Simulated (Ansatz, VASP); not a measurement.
# Cross-check of IrPt2 (Pt-Ir-Pt stack, (100) layers) between VASP and Ansatz, part 2 of 2

Aim: how closely do two programs agree when they are given the same cell, functional and k mesh? The cell is taken from a series of runs on this material, whose earlier steps may have relaxed, scaled, displaced or heated it; both programs get it as it stands.

VASP 6.6.1 and Ansatz 0.2.0.

So far: Set-up; Ansatz: zone-centre phonons, PBE.

**3. VASP: zone-centre phonons, PBE**

Level of this step: PBE; plane waves and PAW (Pt, Ir) (VASP).

The same cell, functional, mesh and smearing now go to VASP, with its own data sets.

Lines of VASP's logs that name or quote its potential files are left out, and so is its time.

INCAR reads:

```
SYSTEM = IrPt2
PREC = Accurate
ENCUT = 500
EDIFF = 1E-08
NELM = 120
ISMEAR = 1
SIGMA = 0.2
LREAL = .FALSE.
ALGO = Normal
GGA = PE
NBANDS = 20
LASPH = .TRUE.
LORBIT = 11
LWAVE = .FALSE.
LCHARG = .FALSE.
ISIF = 2
IBRION = 8
GGA_COMPAT = .FALSE.
NELMDL = -8
```

POSCAR reads:

```
IrPt2
1.0
    2.7184921118      0.0000000000      0.0000000000
    0.0000000000      2.7184921118      0.0000000000
    0.0000000000      0.0000000000     31.4799997680
Pt Ir
2 1
Direct
    0.0000000000      0.0000000000      0.1746524221
    0.0000000000      0.0000000000      0.2967580007
    0.5000000000      0.5000000000      0.2357052114
```

KPOINTS reads:

```
Automatic mesh
0
Gamma
9 9 1
0 0 0
```

PAW data sets: Pt and Ir (PBE family, release 64).

Started as:

```sh
$ mpirun -np 1 vasp_std
```

Numbers of over 12 decimals in the logs are rounded to 6 here.

The program printed:

```text
[banner, memory and clock lines left out]
running    1 mpi-ranks, on    1 nodes
 distrk:  each k-point on    1 cores,    1 groups
 distr:  one band on    1 cores,    1 groups

 POSCAR found type information on POSCAR PtIr
 POSCAR found :  2 types and       3 ions
 LDA part: xc-table for (Slater+PW92), standard interpolation
 POSCAR, INCAR and KPOINTS ok, starting setup
 FFT: planning ... GRIDC
 FFT: planning ... GRID_SOFT
 FFT: planning ... GRID
 WAVECAR not read
 entering main loop
       N       E                     dE             d eps       ncg     rms          rms(c)
DAV:   1     0.221794597927E+03    0.22179E+03   -0.10157E+04   600   0.106E+03
DAV:   2    -0.368080909222E+01   -0.22548E+03   -0.21049E+03   828   0.258E+02
DAV:   3    -0.201178662257E+02   -0.16437E+02   -0.15326E+02   752   0.696E+01
DAV:   4    -0.206012540958E+02   -0.48339E+00   -0.46792E+00   784   0.119E+01
DAV:   5    -0.206163620827E+02   -0.15108E-01   -0.15054E-01   748   0.199E+00
DAV:   6    -0.206171058107E+02   -0.74373E-03   -0.74369E-03   900   0.369E-01
DAV:   7    -0.206171168309E+02   -0.11020E-04   -0.11021E-04   776   0.336E-02
DAV:   8    -0.206171171577E+02   -0.32672E-06   -0.32671E-06   900   0.505E-03    0.204E+01
DAV:   9    -0.194246425755E+02    0.11925E+01   -0.29737E+00   708   0.169E+01    0.106E+01
DAV:  10    -0.202064820629E+02   -0.78184E+00   -0.57735E+00   780   0.224E+01    0.801E+00
DAV:  11    -0.192911321742E+02    0.91535E+00   -0.61431E+00   788   0.214E+01    0.257E+00
DAV:  12    -0.192533677274E+02    0.37764E-01   -0.13507E-01   768   0.376E+00    0.802E-01
DAV:  13    -0.192403358835E+02    0.13032E-01   -0.45080E-02   904   0.228E+00    0.260E-01
DAV:  14    -0.192402507309E+02    0.85153E-04   -0.15970E-03   712   0.341E-01    0.182E-01
[...]
DAV:  21    -0.192401666472E+02   -0.54997E-06   -0.71601E-08   552   0.152E-03    0.851E-04
DAV:  22    -0.192401672010E+02   -0.55375E-06   -0.48851E-08   532   0.874E-04    0.297E-04
DAV:  23    -0.192401673847E+02   -0.18378E-06   -0.91465E-09   460   0.357E-04    0.143E-04
DAV:  24    -0.192401676480E+02   -0.26321E-06   -0.96500E-09   452   0.275E-04    0.135E-04
DAV:  25    -0.192401678039E+02   -0.15598E-06   -0.61498E-09   436   0.382E-04    0.100E-04
DAV:  26    -0.192401679020E+02   -0.98067E-07   -0.23334E-09   440   0.180E-04    0.625E-05
DAV:  27    -0.192401679464E+02   -0.44358E-07   -0.96803E-10   384   0.122E-04    0.432E-05
DAV:  28    -0.192401679539E+02   -0.75429E-08   -0.11543E-10   388   0.651E-05
   1 F= -.19240168E+02 E0= -.19242097E+02  d E =0.578762E-02
 Linear response reoptimize wavefunctions to high precision
DAV:   1    -0.192401679689E+02   -0.15041E-07   -0.11323E-10   392   0.372E-05
DAV:   2    -0.192401679691E+02   -0.10914E-09   -0.58052E-12   388   0.200E-05
DAV:   3    -0.192401679689E+02    0.10914E-09   -0.23582E-13   348   0.104E-05
 Linear response DOF=           4
 Linear response progress:
  Degree of freedom:   1/  4
       N       E                     dE             d eps       ncg     rms          rms(c)
RMM:   1    -0.234922754709E+00   -0.23492E+00   -0.23721E-01  1628   0.325E+00
RMM:   2    -0.232386465702E+00    0.25363E-02   -0.48865E-03  1480   0.600E-01    0.138E-01
RMM:   3    -0.231934610744E+00    0.45185E-03   -0.32890E-04  1497   0.131E-01    0.778E-02
RMM:   4    -0.231770675481E+00    0.16394E-03   -0.47820E-04  1566   0.123E-01    0.945E-02
RMM:   5    -0.231658437582E+00    0.11224E-03   -0.73388E-05  1582   0.500E-02    0.219E-02
RMM:   6    -0.231629021840E+00    0.29416E-04   -0.55114E-06  1495   0.150E-02    0.905E-03
RMM:   7    -0.231578861968E+00    0.50160E-04   -0.30027E-06  1546   0.105E-02    0.320E-03
RMM:   8    -0.231574180100E+00    0.46819E-05   -0.24339E-07  1530   0.375E-03    0.135E-03
RMM:   9    -0.231568298533E+00    0.58816E-05   -0.74178E-08  1605   0.142E-03    0.110E-03
RMM:  10    -0.231563244494E+00    0.50540E-05   -0.60147E-09  1584   0.639E-04    0.223E-04
RMM:  11    -0.231562367891E+00    0.87660E-06   -0.21652E-10  1598   0.175E-04    0.414E-05
RMM:  12    -0.231562338965E+00    0.28926E-07   -0.32972E-10  1631   0.463E-05    0.168E-05
RMM:  13    -0.231562385043E+00   -0.46078E-07   -0.45294E-10  1646   0.157E-05    0.427E-06
RMM:  14    -0.231562397026E+00   -0.11983E-07   -0.14223E-09  1631   0.693E-06    0.223E-06
RMM:  15    -0.231562407238E+00   -0.10213E-07   -0.20177E-09  1459   0.345E-06    0.108E-06
RMM:  16    -0.231562409364E+00   -0.21256E-08    0.35442E-10  1430   0.350E-06    0.782E-07
 first order change of Fermi-energy  -0.24677E-02
 force on displaced ion       1 direction 1 :  -4.028   0.000   0.041
 Linear response progress:
  Degree of freedom:   2/  4
       N       E                     dE             d eps       ncg     rms          rms(c)
RMM:   1    -0.322079201656E+00   -0.32208E+00   -0.25581E-01  1009   0.342E+00
RMM:   2    -0.318788741140E+00    0.32905E-02   -0.70953E-03   900   0.657E-01    0.314E-01
RMM:   3    -0.325180094696E+00   -0.63914E-02   -0.49783E-03   958   0.405E-01    0.799E-01
RMM:   4    -0.318247474955E+00    0.69326E-02   -0.20083E-03   956   0.254E-01    0.201E-01
RMM:   5    -0.319232868118E+00   -0.98539E-03   -0.81838E-04   895   0.189E-01    0.239E-01
RMM:   6    -0.318831291410E+00    0.40158E-03   -0.51425E-04   856   0.160E-01    0.104E-01
RMM:   7    -0.318617099624E+00    0.21419E-03   -0.10809E-04   926   0.693E-02    0.124E-02
RMM:   8    -0.318518548137E+00    0.98551E-04   -0.85018E-06   948   0.178E-02    0.686E-03
RMM:   9    -0.318497952291E+00    0.20596E-04   -0.64351E-07   914   0.595E-03    0.845E-04
RMM:  10    -0.318495667426E+00    0.22849E-05   -0.93303E-08   973   0.154E-03    0.576E-04
RMM:  11    -0.318495303530E+00    0.36390E-06   -0.19176E-08   970   0.578E-04    0.256E-04
RMM:  12    -0.318496477219E+00   -0.11737E-05   -0.87332E-09  1003   0.260E-04    0.115E-04
RMM:  13    -0.318497644673E+00   -0.11675E-05   -0.13233E-08  1015   0.245E-04    0.686E-05
RMM:  14    -0.318499206942E+00   -0.15623E-05   -0.26945E-08  1053   0.341E-04    0.477E-05
RMM:  15    -0.318499645551E+00   -0.43861E-06    0.48775E-08  1053   0.134E-04    0.162E-05
RMM:  16    -0.318499733415E+00   -0.87864E-07    0.34562E-08  1052   0.708E-05    0.105E-05
RMM:  17    -0.318499648044E+00    0.85371E-07    0.81783E-08  1055   0.513E-05    0.787E-06
RMM:  18    -0.318499640196E+00    0.78479E-08    0.34588E-08  1034   0.365E-05    0.283E-06
 first order change of Fermi-energy   0.13492E+00
 force on displaced ion       1 direction 3 :  -0.000   0.000  -8.669
 Linear response progress:
  Degree of freedom:   3/  4
       N       E                     dE             d eps       ncg     rms          rms(c)
RMM:   1    -0.179790837132E+00   -0.17979E+00   -0.14516E-01  1822   0.250E+00
RMM:   2    -0.176126200476E+00    0.36646E-02   -0.50520E-03  1387   0.582E-01    0.147E-01
RMM:   3    -0.175539923365E+00    0.58628E-03   -0.60204E-04  1437   0.155E-01    0.832E-02
RMM:   4    -0.175303399333E+00    0.23652E-03   -0.78878E-04  1514   0.152E-01    0.183E-02
RMM:   5    -0.175295770648E+00    0.76287E-05   -0.24128E-05  1506   0.353E-02    0.100E-02
RMM:   6    -0.175261894779E+00    0.33876E-04   -0.19802E-06  1399   0.105E-02    0.202E-03
RMM:   7    -0.175253410733E+00    0.84840E-05   -0.39050E-07  1552   0.430E-03    0.208E-03
RMM:   8    -0.175250961914E+00    0.24488E-05   -0.90957E-08  1479   0.211E-03    0.378E-04
RMM:   9    -0.175247518714E+00    0.34432E-05   -0.22547E-08  1580   0.623E-04    0.876E-05
RMM:  10    -0.175247504244E+00    0.14471E-07   -0.40758E-09  1591   0.132E-04    0.427E-05
RMM:  11    -0.175247692331E+00   -0.18809E-06   -0.27776E-10  1597   0.582E-05    0.122E-05
RMM:  12    -0.175247769752E+00   -0.77421E-07   -0.46263E-10  1631   0.216E-05    0.448E-06
RMM:  13    -0.175247773366E+00   -0.36140E-08   -0.17540E-09  1611   0.727E-06    0.126E-06
 first order change of Fermi-energy   0.38330E-02
 force on displaced ion       3 direction 1 :  -8.291   0.000   0.000
 Linear response progress:
  Degree of freedom:   4/  4
       N       E                     dE             d eps       ncg     rms          rms(c)
RMM:   1    -0.247544260341E+00   -0.24754E+00   -0.74200E-02  1193   0.262E+00
RMM:   2    -0.246253006358E+00    0.12913E-02   -0.46547E-03   787   0.617E-01    0.294E-01
RMM:   3    -0.261411580137E+00   -0.15159E-01   -0.10790E-02   983   0.547E-01    0.119E+00
RMM:   4    -0.246899051667E+00    0.14513E-01   -0.22631E-03   943   0.261E-01    0.478E-01
RMM:   5    -0.245280834501E+00    0.16182E-02   -0.67314E-04   971   0.138E-01    0.640E-02
RMM:   6    -0.245210839177E+00    0.69995E-04   -0.60841E-05   944   0.350E-02    0.980E-03
RMM:   7    -0.245189617543E+00    0.21222E-04   -0.71994E-06   966   0.103E-02    0.260E-03
RMM:   8    -0.245181673192E+00    0.79444E-05   -0.66462E-07   958   0.281E-03    0.213E-03
RMM:   9    -0.245177889433E+00    0.37838E-05   -0.25024E-07   987   0.148E-03    0.485E-04
RMM:  10    -0.245178037648E+00   -0.14822E-06   -0.82356E-08   949   0.657E-04    0.438E-04
RMM:  11    -0.245177967985E+00    0.69663E-07   -0.36072E-08   916   0.526E-04    0.253E-04
RMM:  12    -0.245177378566E+00    0.58942E-06   -0.15238E-07  1058   0.760E-04    0.142E-04
RMM:  13    -0.245177284587E+00    0.93979E-07   -0.15313E-07  1041   0.407E-04    0.692E-05
RMM:  14    -0.245176936393E+00    0.34819E-06   -0.12724E-07  1052   0.211E-04    0.374E-05
RMM:  15    -0.245176868803E+00    0.67590E-07   -0.14714E-08  1071   0.198E-04    0.344E-05
RMM:  16    -0.245176967166E+00   -0.98364E-07   -0.25126E-07  1061   0.117E-04    0.973E-06
RMM:  17    -0.245176986597E+00   -0.19431E-07   -0.10565E-07  1028   0.410E-05    0.553E-06
RMM:  18    -0.245176977511E+00    0.90869E-08   -0.69526E-08  1000   0.412E-05    0.152E-06
 first order change of Fermi-energy  -0.10196E-03
 force on displaced ion       3 direction 3 :   0.000  -0.000 -13.601
 Linear response finished
```

From OUTCAR (step 3):

```text
ion  position               nearest neighbor table
   1  0.000  0.000  0.175-   3 2.72   3 2.72   3 2.72   3 2.72
   2  0.000  0.000  0.297-   3 2.72   3 2.72   3 2.72   3 2.72
   3  0.500  0.500  0.236-   1 2.72   2 2.72   1 2.72   2 2.72   1 2.72   2 2.72   1 2.72   2 2.72

  LATTYP: Found a simple tetragonal cell.
 ALAT       =     2.7184921118
 C/A-ratio  =    11.5799489104

 Subroutine GETGRP returns: Found 16 space group operations
 (whereof  8 operations were pure point group operations)

The static configuration has the point symmetry C_4v.
 The point group associated with its full space group is D_4h.

 Found     15 irreducible k-points:

   k-points           NKPTS =     15   k-points in BZ     NKDIM =     15   number of bands    NBANDS=     20

   dimension x,y,z NGX =    20 NGY =   20 NGZ =  240
   dimension x,y,z NGXF=    40 NGYF=   40 NGZF=  480

   ENCUT  =  500.0 eV  36.75 Ry    6.06 a.u.   4.96  4.96 57.40*2*pi/ulx,y,z

   NELECT =      29.0000    total number of electrons

 k-points in reciprocal lattice and weights: Automatic mesh
   0.00000000  0.00000000  0.00000000       0.012
   0.11111111  0.00000000  0.00000000       0.049
   0.22222222  0.00000000  0.00000000       0.049
   0.33333333  0.00000000  0.00000000       0.049
   0.44444444  0.00000000  0.00000000       0.049
   0.11111111  0.11111111  0.00000000       0.049
   0.22222222  0.11111111  0.00000000       0.099
   0.33333333  0.11111111  0.00000000       0.099
   0.44444444  0.11111111  0.00000000       0.099
[...]
0.44444444  0.33333333  0.00000000       0.099
   0.44444444  0.44444444  0.00000000       0.049

 average (electrostatic) potential at core
       1 -76.4868       2 -76.4868       3 -61.3200

  Total        0.0212987      0.0212987      0.0918529      0.0000000      0.0000000      0.0000000
  in kB        0.1466805      0.1466805      0.6325757      0.0000000      0.0000000      0.0000000
  external PRESSURE =       0.3086456 kB  Pullay stress =       0.0000000 kB

  energy-cutoff  :      500.00
  volume of cell :      232.64
      direct lattice vectors                 reciprocal lattice vectors
     2.718492112  0.000000000  0.000000000     0.367850985  0.000000000  0.000000000
     0.000000000  2.718492112  0.000000000     0.000000000  0.367850985  0.000000000
     0.000000000  0.000000000 31.479999768     0.000000000  0.000000000  0.031766201

 POSITION                                       TOTAL-FORCE (eV/Angst)
 -----------------------------------------------------------------------------------
      0.00000      0.00000      5.49806        -0.000000      0.000000     -0.032808
      0.00000      0.00000      9.34194        -0.000000     -0.000000      0.032808
      1.35925      1.35925      7.42000         0.000000      0.000000      0.000000
 -----------------------------------------------------------------------------------
    total drift:                               -0.000000     -0.000000     -0.000019

 Eigenvectors and eigenvalues of the dynamical matrix
 ----------------------------------------------------

   1 f  =    5.081373 THz    31.927210 2PiTHz  169.496368 cm-1    21.014862 meV
             X         Y         Z           dx          dy          dz
      0.000000  0.000000  5.498058     0.000000    0.000000   -0.406357
      0.000000  0.000000  9.341942     0.000000    0.000000   -0.406357
      1.359246  1.359246  7.420000     0.000000    0.000000    0.818382

   2 f  =    3.967021 THz    24.925528 2PiTHz  132.325575 cm-1    16.406273 meV
             X         Y         Z           dx          dy          dz
      0.000000  0.000000  5.498058    -0.085689    0.397156   -0.000000
      0.000000  0.000000  9.341942    -0.085689    0.397156    0.000000
      1.359246  1.359246  7.420000     0.172613   -0.800034    0.000000

   3 f  =    3.967021 THz    24.925528 2PiTHz  132.325575 cm-1    16.406273 meV
             X         Y         Z           dx          dy          dz
      0.000000  0.000000  5.498058    -0.397156   -0.085689   -0.000000
      0.000000  0.000000  9.341942    -0.397156   -0.085689    0.000000
      1.359246  1.359246  7.420000     0.800034    0.172613    0.000000

   4 f  =    3.632351 THz    22.822735 2PiTHz  121.162190 cm-1    15.022190 meV
             X         Y         Z           dx          dy          dz
      0.000000  0.000000  5.498058    -0.000000    0.000000    0.707107
      0.000000  0.000000  9.341942    -0.000000    0.000000   -0.707107
      1.359246  1.359246  7.420000     0.000000   -0.000000    0.000000

   5 f  =    2.213197 THz    13.905927 2PiTHz   73.824304 cm-1     9.153043 meV
             X         Y         Z           dx          dy          dz
      0.000000  0.000000  5.498058    -0.339664   -0.620184   -0.000000
      0.000000  0.000000  9.341942     0.339664    0.620184    0.000000
      1.359246  1.359246  7.420000     0.000000    0.000000    0.000000

   6 f  =    2.213197 THz    13.905927 2PiTHz   73.824304 cm-1     9.153043 meV
             X         Y         Z           dx          dy          dz
      0.000000  0.000000  5.498058     0.620184   -0.339664   -0.000000
      0.000000  0.000000  9.341942    -0.620184    0.339664    0.000000
      1.359246  1.359246  7.420000     0.000000    0.000000    0.000000

   7 f/i=    0.000384 THz     0.002413 2PiTHz    0.012812 cm-1     0.001588 meV
             X         Y         Z           dx          dy          dz
      0.000000  0.000000  5.498058    -0.164058   -0.554986   -0.000000
      0.000000  0.000000  9.341942    -0.164058   -0.554986   -0.000000
      1.359246  1.359246  7.420000    -0.162884   -0.551017    0.000000

   8 f/i=    0.000384 THz     0.002413 2PiTHz    0.012812 cm-1     0.001588 meV
             X         Y         Z           dx          dy          dz
      0.000000  0.000000  5.498058    -0.554986    0.164058    0.000000
      0.000000  0.000000  9.341942    -0.554986    0.164058   -0.000000
      1.359246  1.359246  7.420000    -0.551017    0.162884    0.000000

   9 f/i=    0.001037 THz     0.006515 2PiTHz    0.034588 cm-1     0.004288 meV
             X         Y         Z           dx          dy          dz
      0.000000  0.000000  5.498058    -0.000000   -0.000000    0.578683
      0.000000  0.000000  9.341942    -0.000000    0.000000    0.578683
      1.359246  1.359246  7.420000     0.000000    0.000000    0.574675

 ELASTIC MODULI CONTR FROM IONIC RELAXATION (kBar)
 Direction    XX          YY          ZZ          XY          YZ          ZX
 --------------------------------------------------------------------------------
 XX        -203.0799   -203.0799   -329.0869      0.0000      0.0000      0.0000
 YY        -203.0799   -203.0799   -329.0869      0.0000      0.0000      0.0000
 ZZ        -329.0869   -329.0869   -533.2787      0.0000      0.0000      0.0000
 XY           0.0000      0.0000      0.0000      0.0000      0.0000      0.0000
 YZ           0.0000      0.0000      0.0000      0.0000    -97.0707     -0.0000
 ZX           0.0000      0.0000      0.0000      0.0000     -0.0000   -142.5983
 --------------------------------------------------------------------------------
```

**4. Side by side**

Known differences besides the potentials themselves: Ansatz cuts the interaction across the vacuum, VASP repeats the sheet without a dipole correction; VASP's run holds the zone centre alone; the data sets hold 53 valence electrons in Ansatz (on its PAW soft_1 files) and 29 in VASP; the cutoff is 420 eV in Ansatz and 500 eV in VASP. Total energies have different zeros and are not compared.

Compared:

```tsv
quantity	Ansatz	VASP	difference
optical mode 1 to 2 (cm⁻¹)	73.5	73.8	-0.47 %
optical mode 3 (cm⁻¹)	120.9	121.2	-0.21 %
optical mode 4 to 5 (cm⁻¹)	132.6	132.3	+0.23 %
optical mode 6 (cm⁻¹)	169.5	169.5	+0.03 %
```

Modes are paired by rising frequency, not by their patterns, so a pair may set unlike modes beside each other; they are those without the splitting of longitudinal modes. Where the cell holds vacuum, a pressure given here is an average over it and none of the material.

**5. What came out**

```yaml
r_m_s_difference_of_the_optical_zone_centre_modes_each_program_s_sorted_by_frequency_zone_centre_phonons_pbe: 0.29 cm⁻¹
```

In words: The r.m.s. difference of the optical zone-centre modes, each program's sorted by frequency is 0.29 cm⁻¹ (zone-centre phonons, PBE). The data sets hold unlike numbers of valence electrons (53 in Ansatz and 29 in VASP), so part of the differences may come from the potentials. Such differences can come from data sets, numerical settings and the points named under the comparisons, not from the functional's error against experiment.

[Lines on the potential files, build, host, timing and source positions are cut from VASP's logs without a mark.]

[Logs are printed without paths, hosts, clocks, repeated set-up lines and the standing remarks that a program may print on its own settings, such as how far it seeks lower states.]

[Hosts, paths, dates, database ids (printed as entryN), source tags and the programs' standing remarks are cut or masked in the printed files.]
